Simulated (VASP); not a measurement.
# Shielding tensors and field gradients of SiO2 (Quartz), part 2 of 5

What are the shielding tensors of SiO2 (Quartz)? The cell has space group P3_121. The start is a cell from a database of measured crystal structures.

VASP 6.6.1, plane waves and PAW; the level of theory is named at each step.

So far. Step 2 (Ground state): The cell has a gap of 6.00 eV on this mesh and a pressure of +7.2 GPa, which holds the misfit of the given cell and coordinates with this functional, and any error of cutoff, mesh and data sets. Forces of up to 0.38 eV/Å remain in these settings.

## Step 3: Shielding tensors

This step: chemical shifts by linear response (GIPAW), PBE; plane waves and PAW (Si, O) (VASP 6.6.1).

LCHIMAG computes the induced currents by linear response. It needs tightly converged orbitals and a cutoff well above the default; LEFG adds the field gradients at no cost.

INCAR reads:

```
SYSTEM = SiO2
PREC = Accurate
ENCUT = 560
EDIFF = 1E-09
NELM = 100
ISMEAR = 0
SIGMA = 0.01
LREAL = .FALSE.
ALGO = Normal
GGA = PE
NBANDS = 33
LWAVE = .FALSE.
LCHARG = .FALSE.
KPAR = 4
LCHIMAG = .TRUE.
LEFG = .TRUE.
DQ = 0.001
ICHIBARE = 1
LNMR_SYM_RED = .TRUE.
```

POSCAR reads:

```
SiO2
1.0
    4.9158000000      0.0000000000      0.0000000000
   -2.4579000000      4.2572076799      0.0000000000
    0.0000000000      0.0000000000      5.4091000000
Si O
3 6
Direct
    0.4697000000      0.4697000000      0.0000000000
    0.0000000000      0.5303000000      0.6666666667
    0.5303000000      0.0000000000      0.3333333333
    0.8538000000      0.2680000000      0.4523333333
    0.7320000000      0.5858000000      0.7856666667
    0.4142000000      0.1462000000      0.1190000000
    0.2680000000      0.8538000000      0.5476666667
    0.5858000000      0.7320000000      0.2143333333
    0.1462000000      0.4142000000      0.8810000000
```

KPOINTS reads:

```
Automatic mesh
0
Gamma
5 5 4
0 0 0
```

PAW data sets: Si and O (PBE family, release 64).

Launch:

```sh
> mpirun -np 4 vasp_std
```

Output:

```text
[... set-up lines as in an earlier step ...]
 entering main loop
       N       E                     dE             d eps       ncg     rms          rms(c)
DAV:   1     0.299040494591E+03    0.29904E+03   -0.26511E+04  1122   0.143E+03
DAV:   2    -0.607538105920E+02   -0.35979E+03   -0.34963E+03  1437   0.319E+02
DAV:   3    -0.803850970344E+02   -0.19631E+02   -0.19557E+02  1403   0.791E+01
DAV:   4    -0.806019025347E+02   -0.21681E+00   -0.21650E+00  1404   0.929E+00
DAV:   5    -0.806052006311E+02   -0.32981E-02   -0.32971E-02  1396   0.114E+00    0.257E+01
DAV:   6    -0.710039007240E+02    0.96013E+01   -0.36065E+01  1329   0.324E+01    0.123E+01
DAV:   7    -0.710171679130E+02   -0.13267E-01   -0.10845E+00  1388   0.510E+00    0.445E+00
DAV:   8    -0.710167865788E+02    0.38133E-03   -0.53725E-02  1380   0.173E+00    0.168E+00
DAV:   9    -0.710286761634E+02   -0.11890E-01   -0.26798E-02  1332   0.116E+00    0.332E-01
DAV:  10    -0.710302701255E+02   -0.15940E-02   -0.30100E-03  1372   0.301E-01    0.955E-02
DAV:  11    -0.710302611416E+02    0.89839E-05   -0.72360E-04  1404   0.162E-01    0.161E-02
DAV:  12    -0.710302703262E+02   -0.91846E-05   -0.22175E-05  1404   0.281E-02    0.126E-02
DAV:  13    -0.710302726364E+02   -0.23102E-05   -0.82164E-06  1388   0.161E-02    0.427E-03
DAV:  14    -0.710302732044E+02   -0.56801E-06   -0.62559E-07  1404   0.441E-03    0.104E-03
DAV:  15    -0.710302732262E+02   -0.21821E-07   -0.32264E-08  1412   0.994E-04    0.716E-04
DAV:  16    -0.710302732100E+02    0.16163E-07   -0.58068E-09  1420   0.432E-04    0.199E-04
DAV:  17    -0.710302732091E+02    0.90768E-09   -0.83930E-10  1004   0.173E-04
ion   1
     0.0000000    -0.2638286    -0.1150744     0.1979338     0.1993147     0.1523215
     0.0000353    -0.2638286    -0.1150744     0.1979338     0.1993147     0.1523215
     0.0000487    -0.2638286    -0.1150744     0.1979338     0.1993147     0.1523215
     0.0000670    -0.2638286    -0.1150744     0.1979338     0.1993147     0.1523215
     0.0000923    -0.2638286    -0.1150744     0.1979338     0.1993147     0.1523215

     0.0000000    -5.4504853    -0.7545685     1.5399915     1.3069510     3.1468392
     0.0000353    -5.4504756    -0.7545673     1.5399891     1.3069489     3.1468336
     0.0000487    -5.4504697    -0.7545666     1.5399875     1.3069477     3.1468301
     0.0000670    -5.4504597    -0.7545654     1.5399850     1.3069456     3.1468244
     0.0000923    -5.4504431    -0.7545634     1.5399808     1.3069422     3.1468148

ion   2
     0.0000000     0.2638286    -0.1150744     0.1979338    -0.1993147     0.1523215
     0.0000353     0.2638286    -0.1150744     0.1979338    -0.1993147     0.1523215
     0.0000487     0.2638286    -0.1150744     0.1979338    -0.1993147     0.1523215
     0.0000670     0.2638286    -0.1150744     0.1979338    -0.1993147     0.1523215
     0.0000923     0.2638286    -0.1150744     0.1979338    -0.1993147     0.1523215

     0.0000000     5.4504853    -0.7545685     1.5399915    -1.3069510     3.1468392
     0.0000353     5.4504756    -0.7545673     1.5399891    -1.3069489     3.1468336
     0.0000487     5.4504697    -0.7545666     1.5399875    -1.3069477     3.1468301
     0.0000670     5.4504597    -0.7545654     1.5399850    -1.3069456     3.1468244
     0.0000923     5.4504431    -0.7545634     1.5399808    -1.3069422     3.1468148

ion   3
     0.0000000     0.0000000     0.2301488     0.1979338     0.0000000    -0.3046430
     0.0000353     0.0000000     0.2301488     0.1979338     0.0000000    -0.3046430
     0.0000487     0.0000000     0.2301488     0.1979338     0.0000000    -0.3046430
     0.0000670     0.0000000     0.2301488     0.1979338     0.0000000    -0.3046430
     0.0000923     0.0000000     0.2301488     0.1979338     0.0000000    -0.3046430

     0.0000000    -0.0000000     1.5091370     1.5399915     0.0000000    -6.2936784
     0.0000353    -0.0000000     1.5091346     1.5399891     0.0000000    -6.2936672
     0.0000487    -0.0000000     1.5091332     1.5399875     0.0000000    -6.2936603
     0.0000670    -0.0000000     1.5091308     1.5399850     0.0000000    -6.2936487
     0.0000923    -0.0000000     1.5091268     1.5399808     0.0000000    -6.2936296

ion   4
     0.0000000    -7.3022454   -13.1241742    -0.2248673    -4.2118057     5.0409829
     0.0000293    -7.3022454   -13.1241741    -0.2248673    -4.2118057     5.0409828
     0.0000403    -7.3022453   -13.1241740    -0.2248673    -4.2118057     5.0409828
     0.0000555    -7.3022452   -13.1241737    -0.2248673    -4.2118056     5.0409827
     0.0000765    -7.3022450   -13.1241733    -0.2248673    -4.2118055     5.0409826

     0.0000000   -27.0627964   -48.3270826    -0.7704274   -15.6460531    18.8433372
     0.0000293   -27.0627889   -48.3270692    -0.7704272   -15.6460487    18.8433319
     0.0000403   -27.0627839   -48.3270603    -0.7704270   -15.6460458    18.8433284
     0.0000555   -27.0627753   -48.3270450    -0.7704268   -15.6460409    18.8433224
     0.0000765   -27.0627610   -48.3270194    -0.7704264   -15.6460325    18.8433124

ion   5
     0.0000000    -0.7144965     2.9145563    -0.2248673    13.4717711    -8.8444215
     0.0000293    -0.7144965     2.9145563    -0.2248673    13.4717710    -8.8444214
     0.0000403    -0.7144965     2.9145563    -0.2248673    13.4717709    -8.8444213
     0.0000555    -0.7144965     2.9145562    -0.2248673    13.4717707    -8.8444212
     0.0000765    -0.7144965     2.9145561    -0.2248673    13.4717702    -8.8444209

     0.0000000    -2.7874104    10.6136619    -0.7704274    49.6755078   -32.8587378
     0.0000293    -2.7874097    10.6136590    -0.7704272    49.6754940   -32.8587286
     0.0000403    -2.7874091    10.6136570    -0.7704270    49.6754848   -32.8587225
     0.0000555    -2.7874082    10.6136537    -0.7704268    49.6754691   -32.8587121
     0.0000765    -2.7874067    10.6136481    -0.7704264    49.6754428   -32.8586947

ion   6
     0.0000000     8.0167420    10.2096179    -0.2248673    -9.2599654     3.8034386
     0.0000293     8.0167419    10.2096178    -0.2248673    -9.2599653     3.8034386
     0.0000403     8.0167418    10.2096177    -0.2248673    -9.2599652     3.8034385
     0.0000555     8.0167417    10.2096175    -0.2248673    -9.2599651     3.8034385
     0.0000765     8.0167414    10.2096172    -0.2248673    -9.2599648     3.8034384

     0.0000000    29.8502069    37.7134207    -0.7704274   -34.0294547    14.0154006
     0.0000293    29.8501986    37.7134103    -0.7704272   -34.0294453    14.0153968
     0.0000403    29.8501930    37.7134033    -0.7704270   -34.0294390    14.0153942
     0.0000555    29.8501836    37.7133914    -0.7704268   -34.0294283    14.0153897
[...]
RMM:  10    -0.163074636886E+03   -0.13262E-07   -0.32040E-08  2780   0.343E-04
RMM:  11    -0.163074636888E+03   -0.17243E-08   -0.25569E-09  2297   0.126E-04
RMM:  12    -0.163074636888E+03   -0.15137E-09   -0.35736E-10  2027   0.718E-05
BDIR= 3  IDIR= 1  IQ=  0
DAV:   1    -0.551492197587E+03   -0.55149E+03   -0.15240E-10  1900   0.821E-05
DAV:   2    -0.551492197587E+03   -0.92086E-11   -0.24939E-11  1812   0.277E-05
       N       E                     dE             d eps       ncg     rms
RMM:   1    -0.158987121035E+03   -0.15899E+03   -0.20073E+02  3664   0.577E+01
RMM:   2    -0.162762488690E+03   -0.37754E+01   -0.81032E+00  4147   0.105E+01
RMM:   3    -0.163061912939E+03   -0.29942E+00   -0.30773E-01  4148   0.189E+00
RMM:   4    -0.163076189437E+03   -0.14276E-01   -0.29111E-02  4153   0.489E-01
RMM:   5    -0.163077738568E+03   -0.15491E-02   -0.23737E-03  4156   0.132E-01
RMM:   6    -0.163077870402E+03   -0.13183E-03   -0.30820E-04  4176   0.400E-02
RMM:   7    -0.163077884601E+03   -0.14199E-04   -0.20663E-05  4064   0.109E-02
RMM:   8    -0.163077885799E+03   -0.11977E-05   -0.28170E-06  3572   0.345E-03
RMM:   9    -0.163077885949E+03   -0.14997E-06   -0.22242E-07  3239   0.100E-03
RMM:  10    -0.163077885962E+03   -0.13279E-07   -0.32036E-08  2776   0.343E-04
RMM:  11    -0.163077885964E+03   -0.17343E-08   -0.25652E-09  2298   0.126E-04
RMM:  12    -0.163077885964E+03   -0.15211E-09   -0.36404E-10  2024   0.717E-05
BDIR= 3  IDIR= 1  IQ=  1
DAV:   1    -0.551492294606E+03   -0.55149E+03   -0.45562E-02  2307   0.105E+00
DAV:   2    -0.551492491257E+03   -0.19665E-03   -0.19665E-03  2756   0.245E-01
DAV:   3    -0.551492493020E+03   -0.17628E-05   -0.17627E-05  2674   0.226E-02
DAV:   4    -0.551492493055E+03   -0.34670E-07   -0.34680E-07  2772   0.324E-03
DAV:   5    -0.551492493056E+03   -0.10864E-08   -0.11180E-08  2547   0.500E-04
DAV:   6    -0.551492493056E+03   -0.76852E-10   -0.33252E-10  1996   0.935E-05
       N       E                     dE             d eps       ncg     rms
RMM:   1    -0.158988523939E+03   -0.15899E+03   -0.20074E+02  3663   0.577E+01
RMM:   2    -0.162764580419E+03   -0.37761E+01   -0.81033E+00  4147   0.105E+01
RMM:   3    -0.163064116910E+03   -0.29954E+00   -0.30781E-01  4148   0.189E+00
RMM:   4    -0.163078397763E+03   -0.14281E-01   -0.29119E-02  4153   0.489E-01
RMM:   5    -0.163079947468E+03   -0.15497E-02   -0.23747E-03  4156   0.132E-01
RMM:   6    -0.163080079560E+03   -0.13209E-03   -0.31023E-04  4178   0.400E-02
RMM:   7    -0.163080093608E+03   -0.14048E-04   -0.20290E-05  4066   0.108E-02
RMM:   8    -0.163080094775E+03   -0.11670E-05   -0.27199E-06  3577   0.342E-03
RMM:   9    -0.163080094924E+03   -0.14890E-06   -0.22277E-07  3241   0.100E-03
RMM:  10    -0.163080094937E+03   -0.13309E-07   -0.32110E-08  2777   0.343E-04
RMM:  11    -0.163080094939E+03   -0.17376E-08   -0.25702E-09  2303   0.126E-04
RMM:  12    -0.163080094939E+03   -0.15362E-09   -0.37577E-10  2032   0.719E-05
BDIR= 3  IDIR= 2  IQ= -1
DAV:   1    -0.551490226175E+03   -0.55149E+03   -0.45551E-02  2289   0.105E+00
DAV:   2    -0.551490422821E+03   -0.19665E-03   -0.19665E-03  2756   0.245E-01
DAV:   3    -0.551490424599E+03   -0.17784E-05   -0.17783E-05  2683   0.226E-02
DAV:   4    -0.551490424634E+03   -0.34140E-07   -0.34247E-07  2764   0.322E-03
DAV:   5    -0.551490424635E+03   -0.11230E-08   -0.10929E-08  2555   0.494E-04
DAV:   6    -0.551490424635E+03   -0.38199E-10   -0.33283E-10  2004   0.936E-05
       N       E                     dE             d eps       ncg     rms
RMM:   1    -0.158988588659E+03   -0.15899E+03   -0.20074E+02  3614   0.577E+01
RMM:   2    -0.162759207416E+03   -0.37706E+01   -0.80710E+00  4135   0.104E+01
RMM:   3    -0.163063698685E+03   -0.30449E+00   -0.31126E-01  4145   0.190E+00
RMM:   4    -0.163078191897E+03   -0.14493E-01   -0.29714E-02  4146   0.493E-01
RMM:   5    -0.163079785299E+03   -0.15934E-02   -0.24322E-03  4154   0.133E-01
RMM:   6    -0.163079921457E+03   -0.13616E-03   -0.31787E-04  4165   0.407E-02
RMM:   7    -0.163079936419E+03   -0.14962E-04   -0.21851E-05  4064   0.112E-02
RMM:   8    -0.163079937702E+03   -0.12822E-05   -0.30963E-06  3568   0.356E-03
RMM:   9    -0.163079937854E+03   -0.15265E-06   -0.22290E-07  3236   0.101E-03
RMM:  10    -0.163079937868E+03   -0.13310E-07   -0.31784E-08  2796   0.344E-04
RMM:  11    -0.163079937869E+03   -0.17781E-08   -0.26687E-09  2304   0.126E-04
RMM:  12    -0.163079937869E+03   -0.15984E-09   -0.37901E-10  2025   0.721E-05
BDIR= 3  IDIR= 2  IQ=  0
DAV:   1    -0.551492197587E+03   -0.55149E+03   -0.15247E-10  1900   0.821E-05
DAV:   2    -0.551492197587E+03    0.30013E-10   -0.25003E-11  1812   0.277E-05
       N       E                     dE             d eps       ncg     rms
RMM:   1    -0.158988289390E+03   -0.15899E+03   -0.20074E+02  3613   0.577E+01
RMM:   2    -0.162757584441E+03   -0.37693E+01   -0.80654E+00  4135   0.104E+01
RMM:   3    -0.163061680692E+03   -0.30410E+00   -0.31083E-01  4145   0.190E+00
RMM:   4    -0.163076144748E+03   -0.14464E-01   -0.29647E-02  4146   0.492E-01
RMM:   5    -0.163077733860E+03   -0.15891E-02   -0.24263E-03  4153   0.133E-01
RMM:   6    -0.163077869557E+03   -0.13570E-03   -0.31668E-04  4165   0.407E-02
RMM:   7    -0.163077884455E+03   -0.14898E-04   -0.21761E-05  4062   0.112E-02
RMM:   8    -0.163077885727E+03   -0.12719E-05   -0.30405E-06  3554   0.355E-03
RMM:   9    -0.163077885882E+03   -0.15522E-06   -0.22889E-07  3227   0.102E-03
RMM:  10    -0.163077885896E+03   -0.13760E-07   -0.33341E-08  2782   0.348E-04
RMM:  11    -0.163077885898E+03   -0.17819E-08   -0.26447E-09  2295   0.126E-04
RMM:  12    -0.163077885898E+03   -0.15729E-09   -0.36723E-10  2008   0.719E-05
BDIR= 3  IDIR= 2  IQ=  1
DAV:   1    -0.551493772826E+03   -0.55149E+03   -0.45553E-02  2290   0.105E+00
DAV:   2    -0.551493969551E+03   -0.19673E-03   -0.19673E-03  2756   0.245E-01
DAV:   3    -0.551493971331E+03   -0.17806E-05   -0.17805E-05  2706   0.227E-02
DAV:   4    -0.551493971366E+03   -0.34244E-07   -0.34321E-07  2764   0.323E-03
DAV:   5    -0.551493971367E+03   -0.10306E-08   -0.10976E-08  2602   0.494E-04
DAV:   6    -0.551493971367E+03   -0.84583E-10   -0.32321E-10  2004   0.915E-05
       N       E                     dE             d eps       ncg     rms
RMM:   1    -0.158986958022E+03   -0.15899E+03   -0.20073E+02  3614   0.577E+01
RMM:   2    -0.162754898297E+03   -0.37679E+01   -0.80597E+00  4135   0.104E+01
RMM:   3    -0.163058595459E+03   -0.30370E+00   -0.31041E-01  4145   0.189E+00
RMM:   4    -0.163073030400E+03   -0.14435E-01   -0.29580E-02  4146   0.492E-01
RMM:   5    -0.163074615246E+03   -0.15848E-02   -0.24205E-03  4153   0.133E-01
RMM:   6    -0.163074750491E+03   -0.13524E-03   -0.31551E-04  4166   0.406E-02
RMM:   7    -0.163074765328E+03   -0.14837E-04   -0.21675E-05  4064   0.111E-02
RMM:   8    -0.163074766594E+03   -0.12655E-05   -0.30215E-06  3563   0.354E-03
RMM:   9    -0.163074766748E+03   -0.15478E-06   -0.22831E-07  3234   0.102E-03
RMM:  10    -0.163074766762E+03   -0.13710E-07   -0.33194E-08  2793   0.347E-04
RMM:  11    -0.163074766764E+03   -0.17820E-08   -0.26488E-09  2308   0.127E-04
RMM:  12    -0.163074766764E+03   -0.15817E-09   -0.37246E-10  2029   0.721E-05
       N       E                     dE             d eps       ncg     rms
RLQ:   1    -0.197390032868E+01   -0.19739E+01   -0.33075E+00  3509   0.584E+00
RLQ:   2    -0.202086860012E+01   -0.46968E-01   -0.73672E-02  4065   0.925E-01
RLQ:   3    -0.202299215287E+01   -0.21236E-02   -0.33189E-03  4124   0.160E-01
RLQ:   4    -0.202312620259E+01   -0.13405E-03   -0.25045E-04  4151   0.425E-02
RLQ:   5    -0.202313883928E+01   -0.12637E-04   -0.25298E-05  4014   0.116E-02
RLQ:   6    -0.202314002066E+01   -0.11814E-05   -0.24666E-06  3634   0.350E-03
RLQ:   7    -0.202314013914E+01   -0.11848E-06   -0.21981E-07  3286   0.997E-04
RLQ:   8    -0.202314015088E+01   -0.11737E-07   -0.25091E-08  2887   0.333E-04
RLQ:   9    -0.202314015221E+01   -0.13316E-08   -0.25370E-09  2358   0.122E-04
RLQ:  10    -0.202314015234E+01   -0.13553E-09   -0.25946E-10  2022   0.689E-05
```

It took 8.1 min on 4 MPI ranks of Intel Xeon 6975P-C (Granite Rapids), shared host; peak memory 2.8 GiB; 32 min of CPU time.

[end of part 2 of 5]

[Lines on the potential files, build, host, timing and source positions are cut from VASP's logs without a mark.]

[Logs are printed without paths, hosts, clocks, repeated set-up lines and the standing remarks that a program may print on its own settings, such as how far it seeks lower states.]

[Hosts, paths, dates, database ids (printed as entryN), source tags and the programs' standing remarks are cut or masked in the printed files.]
